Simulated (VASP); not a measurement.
Here is a VASP 6.6.1 calculation.

File INCAR:

```
ALGO = Normal
EDIFF = 1E-7
EDIFFG = -0.004
ENCUT = 600
IBRION = 2
ISIF = 3
ISMEAR = 0
LASPH = T
LCHARG = F
LMIXTAU = T
LREAL = F
LWAVE = F
METAGGA = R2SCAN
NELM = 100
NSW = 80
PREC = Accurate
SIGMA = 0.1
```

The input KPOINTS:

```
k-points
0
Gamma
  5 9 6
```

The input POSCAR:

```
TiB
1.0
    6.1200000000      0.0000000000      0.0000000000
    0.0000000000      3.0600000000      0.0000000000
    0.0000000000      0.0000000000      4.5600000000
Ti B
4 4
Direct
    0.1770000000      0.2500000000      0.1230000000
    0.8230000000      0.7500000000      0.8770000000
    0.3230000000      0.7500000000      0.6230000000
    0.6770000000      0.2500000000      0.3770000000
    0.0290000000      0.2500000000      0.6030000000
    0.9710000000      0.7500000000      0.3970000000
    0.4710000000      0.7500000000      0.1030000000
    0.5290000000      0.2500000000      0.8970000000
```

Potentials or basis: VASP PAW PBE potentials, release 64 (Ti_sv, B).

Command:

```bash
$ cat potpaw_PBE.64/Ti_sv/POTCAR potpaw_PBE.64/B/POTCAR > POTCAR
$ mpirun -np 1 vasp_std > vasp.out
```

(1) Predict the space group after relaxing (to 0.05 Å).

(2) Estimate the relaxed volume.

Results:

(1) Pnma (No. 62).

(2) 10.63 Å³/atom.

Caveat: the PAW data sets were made with another functional, which shifts forces and pressure a little.
